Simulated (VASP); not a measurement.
Output of a VASP run:

File OSZICAR:
```
       N       E                     dE             d eps       ncg     rms          rms(c)
DAV:   1     0.236075840728E+03    0.23608E+03   -0.17282E+04  1056   0.194E+03
DAV:   2     0.822043400053E+01   -0.22786E+03   -0.22271E+03  1104   0.377E+02
DAV:   3    -0.139134096205E+02   -0.22134E+02   -0.22019E+02  1224   0.118E+02
DAV:   4    -0.144704523000E+02   -0.55704E+00   -0.55638E+00  1296   0.191E+01
DAV:   5    -0.144798327525E+02   -0.93805E-02   -0.93796E-02  1256   0.249E+00    0.108E+01
DAV:   6    -0.136042574303E+02    0.87558E+00   -0.20610E+00  1624   0.446E+01    0.829E+00
DAV:   7    -0.136407296378E+02   -0.36472E-01   -0.21476E+00  1104   0.853E+00    0.345E+00
DAV:   8    -0.136180402431E+02    0.22689E-01   -0.11521E-01  1416   0.448E+00    0.121E+00
DAV:   9    -0.136185700109E+02   -0.52977E-03   -0.26308E-02  1470   0.254E+00    0.317E-01
DAV:  10    -0.136186751885E+02   -0.10518E-03   -0.11970E-03  1200   0.461E-01    0.204E-01
DAV:  11    -0.136189069887E+02   -0.23180E-03   -0.38068E-04  1212   0.140E-01    0.101E-01
DAV:  12    -0.136188990186E+02    0.79701E-05   -0.53060E-05  1668   0.135E-01    0.183E-02
DAV:  13    -0.136189024095E+02   -0.33909E-05   -0.10446E-05  1188   0.216E-02    0.816E-03
DAV:  14    -0.136189029956E+02   -0.58606E-06   -0.71997E-07   912   0.728E-03
   1 F= -.11247892E+02 E0= -.11247892E+02  d E =-.112479E+02
```

OUTCAR:
```
------------------------ aborting loop because EDIFF is reached ----------------------------------------
  FORCE on cell =-STRESS in cart. coord.  units (eV):
  Direction    XX          YY          ZZ          XY          YZ          ZX
  --------------------------------------------------------------------------------------
  Total        2.3524908      2.3524908      2.4019063      0.0000000      0.0000000      0.0000000
  in kB       49.6094436     49.6094423     50.6515192      0.0000000      0.0000000      0.0000000
  external PRESSURE =      -0.0431983 kB  Pullay stress =      50.0000000 kB
  volume of cell :       75.98
      direct lattice vectors                 reciprocal lattice vectors
     1.884297299 -3.263698616  0.000000000     0.265350908 -0.153200420  0.000000000
     1.884297299  3.263698616  0.000000000     0.265350908  0.153200420  0.000000000
     0.000000000  0.000000000  6.177100869     0.000000000  0.000000000  0.161888242
  FREE ENERGIE OF THE ION-ELECTRON SYSTEM (eV)
  ---------------------------------------------------
  free  energy   TOTEN  =       -13.6189029956 eV

  energy  without entropy=      -13.6189029956  energy(sigma->0) =      -13.61890300
  enthalpy is  TOTEN    =       -11.2478919140 eV   P V=        2.3710110815

 reached required accuracy - stopping structural energy minimisation
```
(Selected blocks of OUTCAR.)

**POSCAR**
```
ZnS
1
    1.8842972992    -3.2636986162     0.0000000000
    1.8842972992     3.2636986162     0.0000000000
    0.0000000000    -0.0000000000     6.1771008687
Zn S
2 2
Direct
  0.6666670000   0.3333330000   0.5001609107
  0.3333330000   0.6666670000   0.0001609107
  0.6666670000   0.3333330000   0.8748390893
  0.3333330000   0.6666670000   0.3748390893
```

Problem. Write an INCAR and KPOINTS that could have produced this output.

Solution. Several could match; the one computed here: the input of the run itself, PBE GGA, plane waves, VASP's PBE PAW potentials (set 64).

File KPOINTS:
```
Automatic mesh
0
Gamma
7 7 4
0 0 0
```

### INCAR
```
SYSTEM  =  ZnS
PREC  =  Accurate; ENCUT  =  500; LREAL  =  .FALSE.
LASPH  =  .TRUE.
EDIFF  =  1E-6; NELM  =  100; ALGO  =  Normal
LMAXMIX  =  4
ISMEAR  =  0; SIGMA  =  0.05
GGA  =  PE
IBRION  =  2; NSW  =  40; ISIF  =  3
EDIFFG  =  -0.02; PSTRESS  =  50
LWAVE  =  .FALSE.; LCHARG  =  .FALSE.
```

POTCAR, in this order: Zn S (PBE.64 set). Program: vasp_std.

The compound is ZnS in the wurtzite structure, the high-temperature form. It was relaxed first under an external pressure of 5 GPa.
